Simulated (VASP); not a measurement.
```
C
1.0
    2.46000     0.00000     0.00000
   -1.23000     2.13042     0.00000
    0.00000     0.00000     6.71000
C
4
Direct
  0.00000   0.00000   0.75000
  0.00000   0.00000   0.25000
  0.66667   0.33333   0.75000
  0.33333   0.66667   0.25000
```

All values below come from LDA (Ceperley-Alder, Perdew-Zunger), VASP's LDA PAW potentials (set 64) (plane waves; VASP). Run with 580 eV cut-off, 15×15×5 Γ-centred mesh, first-order Methfessel-Paxton smearing of 0.10 eV, potentials C.

Energy and stress use the plane-wave basis of the starting cell.

**Question.** The ions, cell shape and volume are relaxed. Predict the relaxed structure.

**Answer.** 
```
C
1.0
    2.44625     0.00000     0.00000
   -1.22313     2.11852     0.00000
    0.00000     0.00000     6.55624
C
4
Direct
  0.00000   0.00000   0.75000
  0.00000   0.00000   0.25000
  0.66667   0.33333   0.75000
  0.33333   0.66667   0.25000
```
Space group P6_3/mmc (194), at a tolerance of 0.03 Å.

**Question.** How do energy and volume change from the first to the last step?

**Answer.** The energy (σ→0) changes by -2.5 meV/atom and the volume by -3.4 %, in 9 ionic steps.

```tsv
step	E(σ→0) (eV)	max force (eV/Å)	pressure (GPa)	volume (Å³)
1	-40.4463	0.000	-4.80	35.17
2	-40.4072	0.000	11.51	33.84
3	-40.4548	0.000	-0.27	34.77
4	-40.4548	0.000	-0.17	34.76
5	-40.4550	0.000	-0.13	34.71
6	-40.4555	0.000	-0.14	34.57
7	-40.4562	0.000	-0.07	34.28
8	-40.4561	0.000	0.08	33.70
9	-40.4564	0.000	0.04	33.98
```

The compound is C in the graphite structure. This run relaxes it. Symmetry was kept, so distortions that lower it aren't found.
